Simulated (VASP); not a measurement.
Input of a VASP 6.6.1 run:

The input INCAR:

```
  PREC = Accurate
  ENCUT = 520
  EDIFF = 1E-7
  ISMEAR = -1
  SIGMA = 0.05
  LREAL = F
  LASPH = T
  NELM = 80
  ALGO = Normal
  ISIF = 2
  LWAVE = F
  LCHARG = F
  GGA = PE
  NBANDS = 16
```

File KPOINTS:

```
regular mesh
0
Gamma
  11 11 4
```

POSCAR

```
LiB2C2
1.0
    2.7146442900      0.0000000000      0.0000000000
   -1.3573221400      2.3509509200      0.0000000000
    0.0000000000      0.0000000000      7.1180530000
Li B C
1 2 2
Direct
    0.9887590000      0.0036281700      0.4760599200
    0.4019159000      0.6961612600      0.7432770000
    0.5631441200      0.3161092200      0.2523678100
    0.3474540200      0.6882751200      0.2796696000
    0.6987269500      0.2958262300      0.7486256800
```

Potentials or basis: VASP PAW PBE potentials, release 64 (Li_sv, B, C).

Run with:

```console
$ cat potpaw_PBE.64/Li_sv/POTCAR potpaw_PBE.64/B/POTCAR potpaw_PBE.64/C/POTCAR > POTCAR
$ mpirun -np 1 vasp_std > vasp.out
```

(1) Estimate the largest force.

(2) What does it give for the band gap on the k mesh?

Results:

(1) 4.698 eV/Å.

(2) none (metal or under the smearing width).

Caveat: forces of over 1 eV/Å show positions far from the minimum, so gaps and moduli don't describe the material at rest.
